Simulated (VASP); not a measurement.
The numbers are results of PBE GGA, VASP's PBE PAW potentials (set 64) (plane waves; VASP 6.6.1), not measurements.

A VASP calculation is set up with these files.

**INCAR**
```
# general
SYSTEM =MgZn3Te4
PREC   =Accurate
ENCUT  =400
LREAL  =.FALSE.
LASPH  =.TRUE.

# electronic loop
EDIFF  =1E-6
NELM   =100
ALGO   =Normal
LMAXMIX=4

# smearing
ISMEAR =0
SIGMA  =0.05

# functional
GGA    =PE

# output
LWAVE  =.TRUE.
LCHARG =.FALSE.
```

**KPOINTS**
```
Automatic mesh
0
Gamma
4 4 4
0 0 0
```

**POSCAR**
```
MgZn3Te4
1
    6.2622070058     0.0000000000     0.0000000000
    0.0000000000     6.2622070058     0.0000000000
    0.0000000000     0.0000000000     6.2622070058
Zn Te Mg
3 4 1
Direct
  0.0000000000   1.0000000000   1.0000000000
  0.5000000000   0.5000000000   1.0000000000
  0.5000000000   1.0000000000   0.5000000000
  0.2566147776   0.2433852224   0.2433852224
  0.7433852224   0.7566147776   0.2433852224
  0.7433852224   0.2433852224   0.7566147776
  0.2566147776   0.7566147776   0.7566147776
  0.0000000000   0.5000000000   0.5000000000
```

POTCAR, in this order: Zn Te Mg (PBE.64 set). Program: vasp_std.

What VASP printed:

OSZICAR:
```
       N       E                     dE             d eps       ncg     rms          rms(c)
DAV:   1     0.341767263467E+03    0.34177E+03   -0.22740E+04   740   0.133E+03
DAV:   2     0.941823648471E+01   -0.33235E+03   -0.32150E+03   807   0.309E+02
DAV:   3    -0.217794133982E+02   -0.31198E+02   -0.31010E+02   860   0.100E+02
DAV:   4    -0.225740608560E+02   -0.79465E+00   -0.79405E+00   873   0.154E+01
DAV:   5    -0.225985643503E+02   -0.24503E-01   -0.24503E-01   941   0.230E+00    0.800E+00
DAV:   6    -0.218805990655E+02    0.71797E+00   -0.23606E+00   941   0.258E+01    0.611E+00
DAV:   7    -0.218517825291E+02    0.28817E-01   -0.10274E+00   825   0.552E+00    0.261E+00
DAV:   8    -0.218584008620E+02   -0.66183E-02   -0.25814E-02   858   0.122E+00    0.100E+00
DAV:   9    -0.218594583097E+02   -0.10574E-02   -0.10031E-02   853   0.111E+00    0.233E-01
DAV:  10    -0.218596416210E+02   -0.18331E-03   -0.38212E-03   947   0.722E-01    0.718E-02
DAV:  11    -0.218597436984E+02   -0.10208E-03   -0.66727E-04   821   0.259E-01    0.329E-02
DAV:  12    -0.218597737192E+02   -0.30021E-04   -0.12814E-04   939   0.565E-02    0.159E-02
DAV:  13    -0.218597882310E+02   -0.14512E-04   -0.79584E-05   840   0.787E-02    0.718E-03
DAV:  14    -0.218597887110E+02   -0.47994E-06   -0.57338E-06   788   0.229E-02
   1 F= -.21859789E+02 E0= -.21859789E+02  d E =-.327362E-11
```

### OUTCAR
```
------------------------ aborting loop because EDIFF is reached ----------------------------------------
  FORCE on cell =-STRESS in cart. coord.  units (eV):
  Direction    XX          YY          ZZ          XY          YZ          ZX
  --------------------------------------------------------------------------------------
  Total       -0.0615215     -0.0615215     -0.0615215     -0.0000000      0.0000000      0.0000000
  in kB       -0.4013798     -0.4013798     -0.4013798     -0.0000000      0.0000000      0.0000000
  external PRESSURE =      -0.4013798 kB  Pullay stress =       0.0000000 kB
  volume of cell :      245.57
      direct lattice vectors                 reciprocal lattice vectors
     6.262207006  0.000000000  0.000000000     0.159688110  0.000000000  0.000000000
     0.000000000  6.262207006  0.000000000     0.000000000  0.159688110  0.000000000
     0.000000000  0.000000000  6.262207006     0.000000000  0.000000000  0.159688110
 POSITION                                       TOTAL-FORCE (eV/Angst)
 -----------------------------------------------------------------------------------
      0.00000      0.00000      0.00000         0.000000     -0.000000     -0.000000
      3.13110      3.13110      0.00000        -0.000000      0.000000     -0.000000
      3.13110      0.00000      3.13110         0.000000     -0.000000     -0.000000
      1.60697      1.52413      1.52413         0.001779     -0.001779     -0.001779
      4.65523      4.73808      1.52413        -0.001779      0.001779     -0.001779
      4.65523      1.52413      4.73808        -0.001779     -0.001779      0.001779
      1.60697      4.73808      4.73808         0.001779      0.001779      0.001779
      0.00000      3.13110      3.13110         0.000000     -0.000000     -0.000000
 -----------------------------------------------------------------------------------
    total drift:                               -0.000000     -0.000000     -0.000000
  FREE ENERGIE OF THE ION-ELECTRON SYSTEM (eV)
  ---------------------------------------------------
  free  energy   TOTEN  =       -21.8597887110 eV

  energy  without entropy=      -21.8597887110  energy(sigma->0) =      -21.85978871
```
(Selected blocks of OUTCAR.)

OUTCAR:
```
 val. band max:        2.5381765516   @ k =   0.0000   0.0000   0.0000

 cond. band min:       3.7803277323   @ k =   0.0000   0.0000   0.0000


 Fermi energy:         2.7607566178

 k-point     1 :       0.0000    0.0000    0.0000
  band No.  band energies     occupation
      1      -8.6307      2.00000
      2      -7.6283      2.00000
      3      -7.6283      2.00000
      4      -7.6283      2.00000
      5      -4.0193      2.00000
      6      -4.0193      2.00000
      7      -4.0193      2.00000
      8      -3.9654      2.00000
      9      -3.9330      2.00000
     10      -3.9330      2.00000
     11      -3.9330      2.00000
     12      -3.9313      2.00000
     13      -3.9313      2.00000
     14      -3.8427      2.00000
     15      -3.8427      2.00000
     16      -3.8411      2.00000
     17      -3.7322      2.00000
     18      -3.7322      2.00000
     19      -3.7322      2.00000
     20      -2.1209      2.00000
     21      -2.1209      2.00000
     22      -1.1669      2.00000
     23       0.7152      2.00000
     24       0.7152      2.00000
     25       0.7152      2.00000
     26       0.7628      2.00000
     27       0.7628      2.00000
     28       0.7628      2.00000
     29       2.5382      2.00000
     30       2.5382      2.00000
     31       2.5382      2.00000
     32       3.7803      0.00000
     33       4.9319      0.00000
     34       4.9319      0.00000
     35       5.1255      0.00000
     36       5.1255      0.00000
     37       5.1255      0.00000

 k-point     2 :       0.2500    0.0000    0.0000
  band No.  band energies     occupation
      1      -8.5095      2.00000
      2      -7.8017      2.00000
      3      -7.6259      2.00000
      4      -7.6259      2.00000
      5      -4.0152      2.00000
      6      -4.0125      2.00000
      7      -4.0125      2.00000
      8      -3.9500      2.00000
      9      -3.9499      2.00000
     10      -3.9499      2.00000
     11      -3.9495      2.00000
...
```

Unless said otherwise, spin-orbit coupling is left out, though it shifts the bands of the heavy elements here.

The structure was generated: MgZn3Te4 was put into an ordered model structure (P-43m), which need not be its known phase. It was relaxed first.
